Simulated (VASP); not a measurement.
Output of a VASP run:

**OSZICAR**
```
       N       E                     dE             d eps       ncg     rms          rms(c)
DAV:   1     0.242900148953E+03    0.24290E+03   -0.15757E+04  7160   0.144E+03
DAV:   2    -0.163489893302E+02   -0.25925E+03   -0.25418E+03  7596   0.447E+02
DAV:   3    -0.218727113206E+02   -0.55237E+01   -0.54249E+01  7416   0.705E+01
DAV:   4    -0.219269753481E+02   -0.54264E-01   -0.54110E-01  8872   0.627E+00
DAV:   5    -0.219278589652E+02   -0.88362E-03   -0.88380E-03  7762   0.683E-01    0.203E+01
DAV:   6    -0.204578694636E+02    0.14700E+01   -0.38995E+00  7200   0.206E+01    0.515E+00
DAV:   7    -0.203505840627E+02    0.10729E+00   -0.32025E-01  7330   0.532E+00    0.107E+00
DAV:   8    -0.203398243146E+02    0.10760E-01   -0.68037E-03  7338   0.987E-01    0.269E-01
DAV:   9    -0.203393229438E+02    0.50137E-03   -0.94625E-04  8938   0.352E-01    0.410E-02
DAV:  10    -0.203393404494E+02   -0.17506E-04   -0.25328E-05  7908   0.477E-02    0.956E-03
DAV:  11    -0.203393440179E+02   -0.35685E-05   -0.21607E-06  7960   0.139E-02    0.298E-03
DAV:  12    -0.203393434203E+02    0.59768E-06   -0.86435E-08  4310   0.223E-03    0.616E-04
DAV:  13    -0.203393432858E+02    0.13445E-06   -0.22839E-08  3686   0.139E-03    0.511E-04
DAV:  14    -0.203393432429E+02    0.42926E-07   -0.57387E-09  3638   0.562E-04
   1 F= -.20339343E+02 E0= -.20339343E+02  d E =0.000000E+00
```

### OUTCAR
```
------------------------ aborting loop because EDIFF is reached ----------------------------------------
  FORCE on cell =-STRESS in cart. coord.  units (eV):
  Direction    XX          YY          ZZ          XY          YZ          ZX
  --------------------------------------------------------------------------------------
  Total       -0.0465290     -0.0465290      0.0199470      0.0000000      0.0000000     -0.0000000
  in kB       -2.8040015     -2.8040026      1.2020762      0.0000000      0.0000000     -0.0000000
  external PRESSURE =      -1.4686427 kB  Pullay stress =       0.0000000 kB
  volume of cell :       26.59
      direct lattice vectors                 reciprocal lattice vectors
     2.690083038  0.000000000  0.000000000     0.371735737  0.214621686  0.000000000
    -1.345041519  2.329680703  0.000000000     0.000000000  0.429243372  0.000000000
     0.000000000  0.000000000  4.242230110     0.000000000  0.000000000  0.235725072
 POSITION                                       TOTAL-FORCE (eV/Angst)
 -----------------------------------------------------------------------------------
     -0.00000      1.55312      1.06056        -0.000000      0.000000      0.000000
      1.34504      0.77656      3.18167         0.000000      0.000000      0.000000
 -----------------------------------------------------------------------------------
    total drift:                               -0.000437      0.000238     -0.000046
  FREE ENERGIE OF THE ION-ELECTRON SYSTEM (eV)
  ---------------------------------------------------
  free  energy   TOTEN  =       -20.3393432429 eV

  energy  without entropy=      -20.3393432429  energy(sigma->0) =      -20.33934324

 total charge

# of ion       s       p       d       tot
------------------------------------------
    1        0.412   6.333   5.962  12.708
    2        0.412   6.333   5.962  12.708
--------------------------------------------------
tot          0.825  12.667  11.925  25.416
```
(Selected blocks of OUTCAR.)

**POSCAR**
```
Ru
1
    2.6900830377     0.0000000000     0.0000000000
   -1.3450415189     2.3296807033     0.0000000000
    0.0000000000     0.0000000000     4.2422301101
Ru
2
Direct
  0.3333330000   0.6666670000   0.2500000000
  0.6666670000   0.3333330000   0.7500000000
```

Q: Write an INCAR and KPOINTS that could have produced this output.

A: Several could match; the one computed here: the input of the run itself, PBEsol GGA, plane waves, VASP's PBE PAW potentials (set 64).

**KPOINTS**
```
Automatic mesh
0
Gamma
17 17 10
0 0 0
```

**INCAR**
```
ALGO = Normal
EDIFF = 1E-7
ENCUT = 400
GGA = PS
ISIF = 2
ISMEAR = -5
LASPH = .TRUE.
LCHARG = .TRUE.
LMAXMIX = 4
LORBIT = 11
LREAL = .FALSE.
LWAVE = .FALSE.
NEDOS = 601
NELM = 100
PREC = Accurate
SYSTEM = Ru
```

POTCAR, in this order: Ru_pv (PBE.64 set). Program: vasp_std.

For a metal the tetrahedron method with Blöchl corrections gives inexact stress and forces.

The structure comes from a measured Ru entry (P6_3/mmc) of the Crystallography Open Database, whose conditions weren't checked. It was relaxed first.
